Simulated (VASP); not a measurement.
Level of theory: r2SCAN meta-GGA, VASP's PBE PAW potentials (set 64) (plane waves; VASP).

The input files of a VASP run:

**INCAR**
```
PREC = Accurate
EDIFFG = -0.01   ! ionic stop
EDIFF = 1E-6   ! SCF stop (eV)
ALGO = Normal
ENCUT = 400
NSW = 60   ! most ionic steps
NELM = 100   ! most electronic steps
ISIF = 3   ! ions, shape and volume
LWAVE = .False.
LREAL = .False.
LMIXTAU = .True.
IBRION = 2   ! conjugate gradients
LASPH = .True.   ! aspherical one-centre terms
SIGMA = 0.05
SYSTEM = S
LCHARG = .False.
METAGGA = R2SCAN
ISMEAR = 0   ! Gaussian
```

POSCAR:
```
S
1
   -1.5840870000     1.5840870000     1.5840870000
    1.5840870000    -1.5840870000     1.5840870000
    1.5840870000     1.5840870000    -1.5840870000
S
1
Direct
  0.0000000000   0.0000000000   0.0000000000
```

KPOINTS:
```
Automatic mesh
0
Gamma
11 11 11
0 0 0
```

POTCAR, in this order: S (PBE.64 set). Program: vasp_std.

### Question
What does the run give for the energy per atom (σ→0), volume per atom, band gap (on the k-mesh)?

### Answer

The energy per atom (σ→0) comes out as -6.754 eV/atom and the band gap (on the k-mesh) is none (metal, semimetal or under 0.01 eV). The volume per atom is 15.75 Å^3/atom.

**OSZICAR**
```
...
   2 F= -.67548552E+01 E0= -.67541881E+01  d E =-.354100E-03
       N       E                     dE             d eps       ncg     rms          rms(c)
DAV:   1    -0.675491886958E+01   -0.62818E-04   -0.21381E-03   798   0.327E-01    0.641E-02
DAV:   2    -0.675487985343E+01    0.39016E-04   -0.77224E-05   952   0.802E-02    0.305E-02
DAV:   3    -0.675486983934E+01    0.10014E-04   -0.38540E-05   798   0.617E-02    0.103E-02
DAV:   4    -0.675487799663E+01   -0.81573E-05   -0.34603E-06   861   0.187E-02    0.680E-03
DAV:   5    -0.675487827658E+01   -0.27994E-06   -0.35448E-07   441   0.825E-03
   3 F= -.67548783E+01 E0= -.67542090E+01  d E =-.377217E-03
```

The structure was generated: S was put into the bcc type (Im-3m), which need not be its known phase. This run relaxes it. Symmetry was kept, so distortions that lower it aren't found.
